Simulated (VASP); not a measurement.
OSZICAR of a VASP run on Si (space group P6_3/mmc):

### OSZICAR
```
       N       E                     dE             d eps       ncg     rms          rms(c)
DAV:   1     0.103985311015E+02    0.10399E+02   -0.53843E+03   336   0.913E+02
DAV:   2    -0.355058712042E+02   -0.45904E+02   -0.43112E+02   472   0.132E+02
DAV:   3    -0.373293150132E+02   -0.18234E+01   -0.17959E+01   428   0.254E+01
DAV:   4    -0.373579010187E+02   -0.28586E-01   -0.28537E-01   400   0.402E+00
DAV:   5    -0.373585680957E+02   -0.66708E-03   -0.66665E-03   440   0.529E-01    0.852E+00
DAV:   6    -0.354666105817E+02    0.18920E+01   -0.24502E-01   396   0.383E+00    0.582E+00
DAV:   7    -0.345132761073E+02    0.95333E+00   -0.23780E-01   336   0.455E+00    0.273E-01
DAV:   8    -0.349963358895E+02   -0.48306E+00   -0.22416E-01   360   0.375E+00    0.354E-01
DAV:   9    -0.348000518402E+02    0.19628E+00   -0.60285E-02   336   0.220E+00    0.286E-01
DAV:  10    -0.349525794639E+02   -0.15253E+00   -0.40076E-02   336   0.177E+00    0.178E-01
DAV:  11    -0.350124612926E+02   -0.59882E-01   -0.21221E-02   336   0.165E+00    0.386E-02
DAV:  12    -0.350144349504E+02   -0.19737E-02   -0.81412E-04   432   0.270E-01    0.194E-02
DAV:  13    -0.350160981834E+02   -0.16632E-02   -0.22600E-04   352   0.175E-01    0.343E-02
DAV:  14    -0.350163952915E+02   -0.29711E-03   -0.24727E-04   376   0.170E-01    0.166E-02
DAV:  15    -0.350165725977E+02   -0.17731E-03   -0.33979E-05   396   0.547E-02    0.838E-03
DAV:  16    -0.350165315747E+02    0.41023E-04   -0.56674E-06   388   0.236E-02    0.849E-03
DAV:  17    -0.350165979917E+02   -0.66417E-04   -0.91707E-06   360   0.329E-02    0.662E-03
DAV:  18    -0.350165961342E+02    0.18574E-05   -0.72543E-06   360   0.264E-02    0.184E-03
DAV:  19    -0.350165958477E+02    0.28653E-06   -0.43824E-07   208   0.690E-03
   1 F= -.35016596E+02 E0= -.35016596E+02  d E =-.350166E+02
       N       E                     dE             d eps       ncg     rms          rms(c)
DAV:   1    -0.350172611092E+02   -0.66497E-03   -0.23424E-02   376   0.946E-01    0.150E-01
DAV:   2    -0.350170357690E+02    0.22534E-03   -0.10457E-03   420   0.234E-01    0.934E-02
DAV:   3    -0.350168198199E+02    0.21595E-03   -0.50439E-04   388   0.149E-01    0.188E-02
DAV:   4    -0.350168399543E+02   -0.20134E-04   -0.62958E-05   380   0.613E-02    0.175E-02
DAV:   5    -0.350168236221E+02    0.16332E-04   -0.23133E-05   352   0.417E-02    0.781E-03
DAV:   6    -0.350168334943E+02   -0.98721E-05   -0.17053E-05   344   0.378E-02    0.202E-03
DAV:   7    -0.350168331990E+02    0.29529E-06   -0.26423E-06   352   0.149E-02
   2 F= -.35016833E+02 E0= -.35016833E+02  d E =-.237351E-03
       N       E                     dE             d eps       ncg     rms          rms(c)
DAV:   1    -0.350171062564E+02   -0.27276E-03   -0.39263E-03   368   0.387E-01    0.608E-02
DAV:   2    -0.350170694886E+02    0.36768E-04   -0.17331E-04   428   0.952E-02    0.377E-02
DAV:   3    -0.350170343479E+02    0.35141E-04   -0.83383E-05   380   0.609E-02    0.769E-03
DAV:   4    -0.350170398646E+02   -0.55167E-05   -0.10621E-05   376   0.256E-02    0.711E-03
DAV:   5    -0.350170395654E+02    0.29921E-06   -0.42871E-06   340   0.184E-02
   3 F= -.35017040E+02 E0= -.35017040E+02  d E =-.443718E-03
```

**Question.** Which electronic solver shows in the log?

**Answer.** It is blocked Davidson (ALGO = Normal, or the opening steps of other solvers). The INCAR had ALGO = Normal.

**Question.** Can the final energy be trusted as converged?

**Answer.** The run converged. It stopped with EDIFF = 1E-6, NELM = 100, NSW = 60 and EDIFFG = -0.02 after 3 ionic steps (r2SCAN meta-GGA, plane waves, VASP's PBE PAW potentials (set 64)).

The structure comes from a computed database's Si entry (P6_3/mmc); how it stands against other phases isn't given here. This run relaxes it. Symmetry was kept, so distortions that lower it aren't found. The start is the result of an earlier pass.
